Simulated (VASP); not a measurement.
# LiF (Griceite): structure and properties in VASP

Wanted: the relaxed cell of LiF (Griceite) and its properties. The steps: full relaxation (PBE + D3(BJ)), second relaxation, single point with fields (PBE + D3(BJ)), band structure (PBE + D3(BJ)), total and projected DOS (PBE + D3(BJ)), independent-particle dielectric function (PBE + D3(BJ)), volume scan with PBE + D3(BJ) and fit for PBE + D3(BJ). The start is a cell from a database of measured crystal structures.

Program: VASP 6.6.1. Level of theory: PBE with D3(BJ); plane waves and PAW (Li_sv, F). Results are calculated unless marked as measured.

## (1) Set-up

Before any relaxation, the start is as follows. The structure is cubic, space group Fm-3m (No. 225). Conventional cell: a = 4.028 Å, b = 4.028 Å, c = 4.028 Å, α = 90.00°, β = 90.00°, γ = 90.00°. Nearest to Li lie 6 F at 2.01 Å. F has 6 Li at 2.01 Å nearest. Farther neighbours and most contacts between anions are not listed.

Structure file:

```xyz
2
Lattice="0.0000 2.0140 2.0140 2.0140 0.0000 2.0140 2.0140 2.0140 0.0000" Properties=species:S:1:pos:R:3 pbc="T T T"
Li    0.0000    0.0000    0.0000
F     2.0140    2.0140    2.0140
```

## (2) Full relaxation (PBE + D3(BJ))

Properties are meant for the cell that this level of theory prefers, so cell and atoms are relaxed first (ISIF = 3) until forces and stress are small; EDIFFG sets the threshold. PBE, the usual starting point, adds the gradient of the density. A dispersion term adds the long-range attraction that semilocal functionals lack. D3 with Becke-Johnson damping keeps a finite attraction at short range.

The input, INCAR:

```
SYSTEM = LiF
PREC = Accurate
ENCUT = 650
EDIFF = 1E-06
NELM = 100
ISMEAR = 0
SIGMA = 0.05
LREAL = .FALSE.
ALGO = Normal
GGA = PE
IVDW = 12
NBANDS = 11
LORBIT = 11
LWAVE = .FALSE.
LCHARG = .FALSE.
KPAR = 2
IBRION = 2
NSW = 60
ISIF = 3
EDIFFG = -0.01
```

The input, POSCAR:

```
LiF
1.0
    0.0000000000      2.0140000000      2.0140000000
    2.0140000000      0.0000000000      2.0140000000
    2.0140000000      2.0140000000      0.0000000000
Li F
1 1
Direct
    0.0000000000      0.0000000000      0.0000000000
    0.5000000000      0.5000000000      0.5000000000
```

The input, KPOINTS:

```
Automatic mesh
0
Gamma
10 10 10
0 0 0
```

Potentials, in the order of the species: Li_sv and F (PBE family, release 64).

Launch:

```bash
$ mpirun -np 2 vasp_std
```

Output:

```text
[banner, memory and clock lines left out]
running    2 mpi-ranks, on    1 nodes
 distrk:  each k-point on    1 cores,    2 groups
 distr:  one band on    1 cores,    1 groups

 POSCAR found type information on POSCAR LiF
 POSCAR found :  2 types and       2 ions
 LDA part: xc-table for (Slater+PW92), standard interpolation
 POSCAR, INCAR and KPOINTS ok, starting setup
 FFT: planning ... GRIDC
 FFT: planning ... GRID_SOFT
 FFT: planning ... GRID
 WAVECAR not read
 entering main loop
       N       E                     dE             d eps       ncg     rms          rms(c)
DAV:   1     0.363392915921E+02    0.36339E+02   -0.62161E+03  1058   0.109E+03
DAV:   2    -0.884137029680E+01   -0.45181E+02   -0.44253E+02  1162   0.213E+02
DAV:   3    -0.101320185935E+02   -0.12906E+01   -0.12848E+01  1388   0.319E+01
DAV:   4    -0.101498281512E+02   -0.17810E-01   -0.17808E-01  1221   0.375E+00
DAV:   5    -0.101500971921E+02   -0.26904E-03   -0.26903E-03  1357   0.308E-01    0.453E+00
DAV:   6    -0.963142695237E+01    0.51867E+00   -0.25711E+00  1184   0.107E+01    0.141E+00
DAV:   7    -0.963542857495E+01   -0.40016E-02   -0.22027E-02  1401   0.137E+00    0.870E-01
DAV:   8    -0.964176459112E+01   -0.63360E-02   -0.15967E-02  1345   0.147E+00    0.118E-01
DAV:   9    -0.964176608123E+01   -0.14901E-05   -0.10001E-03  1223   0.308E-01    0.455E-02
DAV:  10    -0.964185265418E+01   -0.86573E-04   -0.14998E-04  1180   0.106E-01    0.155E-02
DAV:  11    -0.964185582712E+01   -0.31729E-05   -0.59364E-06  1405   0.254E-02    0.232E-03
DAV:  12    -0.964185648747E+01   -0.66035E-06   -0.51917E-07  1189   0.678E-03
   1 F= -.99986214E+01 E0= -.99986214E+01  d E =-.999862E+01
 curvature:   0.00 expect dE= 0.000E+00 dE for cont linesearch  0.000E+00
 trial: gam= 0.00000 g(F)=  0.135E-59 g(S)=  0.458E-02 ort = 0.000E+00 (trialstep = 0.100E+01)
 search vector abs. value=  0.458E-02
 bond charge predicted
       N       E                     dE             d eps       ncg     rms          rms(c)
DAV:   1    -0.966851345242E+01   -0.26658E-01   -0.56546E-01  1067   0.663E+00    0.143E+00
DAV:   2    -0.963932644565E+01    0.29187E-01   -0.15220E-01  1136   0.275E+00    0.273E-01
DAV:   3    -0.963871502821E+01    0.61142E-03   -0.10499E-03  1277   0.333E-01    0.153E-01
DAV:   4    -0.963843092077E+01    0.28411E-03   -0.32912E-04  1571   0.164E-01    0.108E-02
DAV:   5    -0.963843300001E+01   -0.20792E-05   -0.13214E-05  1192   0.363E-02    0.333E-03
DAV:   6    -0.963843303300E+01   -0.32991E-07   -0.10241E-06  1109   0.896E-03
   2 F= -.10001981E+02 E0= -.10001981E+02  d E =-.335957E-02
 trial-energy change:   -0.003360  1 .order   -0.003346   -0.004584   -0.002108
 step:   1.8055(harm=  1.8516)  dis= 0.00000  next Energy=   -10.002837 (dE=-0.422E-02)
 bond charge predicted
       N       E                     dE             d eps       ncg     rms          rms(c)
DAV:   1    -0.965331163445E+01   -0.14879E-01   -0.36877E-01  1055   0.537E+00    0.115E+00
DAV:   2    -0.963433564093E+01    0.18976E-01   -0.97378E-02  1124   0.221E+00    0.221E-01
DAV:   3    -0.963393786055E+01    0.39778E-03   -0.67757E-04  1245   0.268E-01    0.123E-01
DAV:   4    -0.963375270689E+01    0.18515E-03   -0.21204E-04  1556   0.132E-01    0.855E-03
DAV:   5    -0.963375438551E+01   -0.16786E-05   -0.84790E-06  1150   0.294E-02    0.268E-03
DAV:   6    -0.963375428645E+01    0.99059E-07   -0.65780E-07   987   0.727E-03
   3 F= -.10002895E+02 E0= -.10002895E+02  d E =-.427405E-02
 curvature:  -0.92 expect dE=-0.126E-05 dE for cont linesearch -0.126E-05
 trial: gam=-0.01696 g(F)=  0.299E-61 g(S)=  0.137E-05 ort = 0.791E-04 (trialstep = 0.116E+01)
 search vector abs. value=  0.507E-09
 reached required accuracy - stopping structural energy minimisation
```

Run time: 4.6 s. Hardware: 2 MPI ranks of Intel Xeon 6975P-C (Granite Rapids), shared host; peak memory 0.27 GiB.

Lines that name or quote the potential files are left out of all logs, and their timing lines are given in words.

Parts of OUTCAR (step 2):

```text
ion  position               nearest neighbor table
   1  0.000  0.000  0.000-   2 2.01   2 2.01   2 2.01   2 2.01   2 2.01   2 2.01
   2  0.500  0.500  0.500-   1 2.01   1 2.01   1 2.01   1 2.01   1 2.01   1 2.01

  LATTYP: Found a face centered cubic cell.
 ALAT       =     4.0280000000

 Subroutine GETGRP returns: Found 48 space group operations
 (whereof 48 operations were pure point group operations)

The static configuration has the point symmetry O_h .

 Found     47 irreducible k-points:

   k-points           NKPTS =     47   k-points in BZ     NKDIM =     47   number of bands    NBANDS=     11

   dimension x,y,z NGX =    24 NGY =   24 NGZ =   24
   dimension x,y,z NGXF=    48 NGYF=   48 NGZF=   48

   ENCUT  =  650.0 eV  47.77 Ry    6.91 a.u.   5.92  5.92  5.92*2*pi/ulx,y,z

   NELECT =      10.0000    total number of electrons

 k-points in reciprocal lattice and weights: Automatic mesh
   0.00000000  0.00000000  0.00000000       0.001
   0.10000000  0.00000000  0.00000000       0.008
   0.20000000  0.00000000  0.00000000       0.008
   0.30000000  0.00000000  0.00000000       0.008
   0.40000000  0.00000000  0.00000000       0.008
   0.50000000  0.00000000  0.00000000       0.004
   0.10000000  0.10000000  0.00000000       0.006
   0.20000000  0.10000000  0.00000000       0.024
   0.30000000  0.10000000  0.00000000       0.024
[...]
-0.30000000  0.40000000  0.20000000       0.024
  -0.30000000  0.50000000  0.20000000       0.012

 Edisp (eV)   -0.36355

 average (electrostatic) potential at core
       1 -60.6776       2 -76.6012

 E-fermi :  -0.4711

 k-point     1 :       0.0000    0.0000    0.0000
  band No.  band energies     occupation
      1     -41.6599      2.00000
      2     -20.8876      2.00000
      3      -0.8221      2.00000
      4      -0.8221      2.00000
      5      -0.8221      2.00000
      6       8.5630      0.00000
      7      23.5899      0.00000
      8      23.5899      0.00000
      9      23.5899      0.00000
     10      23.8360      0.00000
    ...

 k-point     2 :       0.1000    0.0000    0.0000
  band No.  band energies     occupation
      1     -41.6535      2.00000
      2     -20.8467      2.00000
      3      -1.1204      2.00000
      4      -0.8463      2.00000
      5      -0.8463      2.00000
      6       8.8540      0.00000
      7      20.7821      0.00000
      8      22.2678      0.00000
      9      22.2678      0.00000
     10      24.9290      0.00000
    ...

 k-point     3 :       0.2000    0.0000    0.0000
  band No.  band energies     occupation
      1     -41.6366      2.00000
      2     -20.7368      2.00000
      3      -1.8363      2.00000
      4      -0.9080      2.00000
      5      -0.9080      2.00000
      6       9.4939      0.00000
      7      18.2863      0.00000
      8      20.7349      0.00000
      9      20.7349      0.00000
     10      26.0259      0.00000
    ...

 Edisp (eV)   -0.36914

  Total      -0.00434    -0.00434    -0.00434    -0.00000     0.00000    -0.00000
  in kB      -0.44039    -0.44039    -0.44039    -0.00000     0.00000    -0.00000
  external pressure =       -0.44 kB  Pullay stress =        0.00 kB

  energy-cutoff  :      650.00
  volume of cell :       15.81
      direct lattice vectors                 reciprocal lattice vectors
     0.000000000  1.991923107  1.991923107    -0.251013705  0.251013705  0.251013705
     1.991923107  0.000000000  1.991923107     0.251013705 -0.251013705  0.251013705
     1.991923107  1.991923107 -0.000000000     0.251013705  0.251013705 -0.251013705

 POSITION                                       TOTAL-FORCE (eV/Angst)
 -----------------------------------------------------------------------------------
      0.00000      0.00000      0.00000         0.000000      0.000000     -0.000000
      1.99192      1.99192      1.99192        -0.000000     -0.000000      0.000000
 -----------------------------------------------------------------------------------
    total drift:                               -0.000000     -0.000000      0.000000

  FREE ENERGIE OF THE ION-ELECTRON SYSTEM (eV)
  ---------------------------------------------------
  free  energy   TOTEN  =       -10.0028954450 eV

  energy  without entropy=      -10.0028954450  energy(sigma->0) =      -10.00289545

 reached required accuracy - stopping structural energy minimisation

 total charge
# of ion       s       p       d       tot
------------------------------------------
    1        2.019   0.051   0.000   2.070
    2        1.725   4.422   0.000   6.147
--------------------------------------------------
tot          3.744   4.473   0.000   8.217

[... 3 further parts left out ...]
```

CONTCAR:

```
LiF
   1.00000000000000
     0.0000000000000000    1.9919231068532204    1.9919231068532204
     1.9919231068532204    0.0000000000000000    1.9919231068532204
     1.9919231068532204    1.9919231068532204   -0.0000000000000000
  Li              F
     1     1
Direct
     0.0000000000000000    0.0000000000000000    0.0000000000000000
     0.5000000000000000    0.5000000000000000    0.5000000000000000
```

The gap is read on the k-mesh alone, so it is an upper bound where the band edges lie off the mesh, and a coarse mesh can show a gap where there is none. The run keeps the 48 symmetry operations of its start, so it cannot find a distortion of lower symmetry.

The steps of the relaxation:

```
step  energy less that of the first step (eV)  largest force (eV/Å)  pressure (GPa)  volume (Å³)
   1                                   0.0000                0.0000           -2.47        16.34
   2                                  -0.0034                0.0000           -1.16        16.04
   3                                  -0.0043                0.0000           -0.04        15.81
```

```
conventional cell, symmetrised  before  after  change
                         a (Å)   4.028  3.984  -1.1 %
                         b (Å)   4.028  3.984  -1.1 %
                         c (Å)   4.028  3.984  -1.1 %
              volume (Å³/atom)    8.17   7.90  -3.3 %
```

The relaxed structure:

```
Li F
1.0
     0.00000    1.99192    1.99192
     1.99192    0.00000    1.99192
     1.99192    1.99192    0.00000
Li F
1 1
Direct
  0.00000 0.00000 0.00000
  0.50000 0.50000 0.50000
```

This step gave:

| Quantity | Value |
| --- | --- |
| electrons | 10 |
| bands | 11 |
| irreducible k-points | 47 |
| symmetry operations | 48 |
| free energy (TOTEN) | -10.00 eV |
| Fermi energy | -0.4711 eV |
| pressure | -0.04404 GPa |
| metallic, judged on the points sampled | no |
| valence top at k | 0, 0, 0 |
| conduction bottom at k | 0, 0, 0 |
| least direct gap at k | 0, 0, 0 |
| SCF cycles over all ionic steps | 24 |
| gap on the k-mesh | 9.385 eV |
| least direct gap on the k-mesh | 9.385 eV |

It ends with forces that vanish by symmetry and a pressure of -0.04 GPa. The volume lies -3.3 % from that of the database's start, part of which can be the thermal and zero-point expansion of its experiment.

## (3) Second relaxation

The basis stayed that of the start cell while the cell moved. A rerun from the cell reached resets it; the error of the finite cutoff stays.

INCAR is that of step 2.

The input, POSCAR:

```
LiF
1.0
    0.0000000000      1.9919231069      1.9919231069
    1.9919231069      0.0000000000      1.9919231069
    1.9919231069      1.9919231069      0.0000000000
Li F
1 1
Direct
    0.0000000000      0.0000000000      0.0000000000
    0.5000000000      0.5000000000      0.5000000000
```

KPOINTS is that of step 2.

Launch:

```bash
$ mpirun -np 2 vasp_std
```

Output:

```text
[... set-up lines as in an earlier step ...]
 entering main loop
       N       E                     dE             d eps       ncg     rms          rms(c)
DAV:   1     0.380792451865E+02    0.38079E+02   -0.64387E+03  1058   0.111E+03
DAV:   2    -0.888331331982E+01   -0.46963E+02   -0.45797E+02  1209   0.216E+02
DAV:   3    -0.101236032187E+02   -0.12403E+01   -0.12365E+01  1324   0.316E+01
DAV:   4    -0.101385298400E+02   -0.14927E-01   -0.14923E-01  1291   0.386E+00
DAV:   5    -0.101386967902E+02   -0.16695E-03   -0.16695E-03  1372   0.277E-01    0.453E+00
DAV:   6    -0.962054980297E+01    0.51815E+00   -0.25137E+00  1190   0.107E+01    0.138E+00
DAV:   7    -0.962438646463E+01   -0.38367E-02   -0.21049E-02  1408   0.138E+00    0.863E-01
DAV:   8    -0.963058996757E+01   -0.62035E-02   -0.15318E-02  1330   0.144E+00    0.114E-01
DAV:   9    -0.963059744433E+01   -0.74768E-05   -0.98396E-04  1222   0.308E-01    0.444E-02
DAV:  10    -0.963067568996E+01   -0.78246E-04   -0.13822E-04  1194   0.103E-01    0.154E-02
DAV:  11    -0.963067835492E+01   -0.26650E-05   -0.58196E-06  1420   0.251E-02    0.261E-03
DAV:  12    -0.963067907627E+01   -0.72135E-06   -0.47443E-07  1214   0.659E-03
   1 F= -.99998202E+01 E0= -.99998202E+01  d E =-.999982E+01
 curvature:   0.00 expect dE= 0.000E+00 dE for cont linesearch  0.000E+00
 trial: gam= 0.00000 g(F)=  0.637E-60 g(S)=  0.393E-05 ort = 0.000E+00 (trialstep = 0.100E+01)
 search vector abs. value=  0.393E-05
 reached required accuracy - stopping structural energy minimisation
```

It took 3.6 s on 2 MPI ranks; peak memory 0.27 GiB; 5.9 s of CPU time.

Parts of OUTCAR (step 3):

```text
  LATTYP: Found a face centered cubic cell.
 ALAT       =     3.9838462138

The static configuration has the point symmetry O_h .

 Found     47 irreducible k-points:

   ENCUT  =  650.0 eV  47.77 Ry    6.91 a.u.   5.86  5.86  5.86*2*pi/ulx,y,z

   NELECT =      10.0000    total number of electrons

 E-fermi :  -0.5358

 k-point     1 :       0.0000    0.0000    0.0000
  band No.  band energies     occupation
      1     -41.6616      2.00000
      2     -20.8870      2.00000
      3      -0.8214      2.00000
      4      -0.8214      2.00000
      5      -0.8214      2.00000
      6       8.5637      0.00000
      7      23.5900      0.00000
      8      23.5900      0.00000
      9      23.5904      0.00000
     10      23.8364      0.00000
    ...

 k-point     2 :       0.1000    0.0000    0.0000
  band No.  band energies     occupation
      1     -41.6551      2.00000
      2     -20.8459      2.00000
      3      -1.1190      2.00000
      4      -0.8452      2.00000
      5      -0.8452      2.00000
      6       8.8563      0.00000
      7      20.7825      0.00000
      8      22.2680      0.00000
      9      22.2680      0.00000
     10      24.9292      0.00000
    ...

 Edisp (eV)   -0.36914

  Total      -0.00737    -0.00737    -0.00737     0.00000     0.00000     0.00000
  in kB      -0.74690    -0.74690    -0.74690     0.00000     0.00000     0.00000
  external pressure =       -0.75 kB  Pullay stress =        0.00 kB

  energy-cutoff  :      650.00
  volume of cell :       15.81
      direct lattice vectors                 reciprocal lattice vectors
     0.000000000  1.991923107  1.991923107    -0.251013705  0.251013705  0.251013705
     1.991923107  0.000000000  1.991923107     0.251013705 -0.251013705  0.251013705
     1.991923107  1.991923107  0.000000000     0.251013705  0.251013705 -0.251013705

 POSITION                                       TOTAL-FORCE (eV/Angst)
 -----------------------------------------------------------------------------------
      0.00000      0.00000      0.00000        -0.000000     -0.000000      0.000000
      1.99192      1.99192      1.99192         0.000000      0.000000     -0.000000
 -----------------------------------------------------------------------------------
    total drift:                               -0.000000     -0.000000      0.000000

  FREE ENERGIE OF THE ION-ELECTRON SYSTEM (eV)
  ---------------------------------------------------
  free  energy   TOTEN  =        -9.9998202348 eV

  energy  without entropy=       -9.9998202348  energy(sigma->0) =       -9.99982023

 total charge
# of ion       s       p       d       tot
------------------------------------------
    1        2.019   0.051   0.000   2.070
    2        1.725   4.422   0.000   6.146
--------------------------------------------------
tot          3.744   4.473   0.000   8.216

[... 5 parts as in an earlier step ...]

[... 6 further parts left out ...]
```

Little changed from the start: no atom moved by 0.005 Å and no cell edge by 0.1 %.

This step gave:

```
free energy (TOTEN)             : -10.000 eV
Fermi energy                    : -0.5358 eV
pressure                        : -0.07469 GPa
SCF cycles over all ionic steps : 12
```

It ends with forces that vanish by symmetry and a pressure of -0.07 GPa. The volume moved by under 0.01 %: the run met its threshold at the first step.

(Continued in part 2 of 4.)

[Lines on the potential files, build, host, timing and source positions are cut from VASP's logs without a mark.]

[Logs are printed without paths, hosts, clocks, repeated set-up lines and the standing remarks that a program may print on its own settings, such as how far it seeks lower states.]

[Hosts, paths, dates, database ids (printed as entryN), source tags and the programs' standing remarks are cut or masked in the printed files.]

[A measured line is paired with the nearest computed mode of its activity, which favours agreement.]

[In band tables of VASP the shares of atoms and orbitals are scaled to a sum of 1 inside the atoms' spheres.]
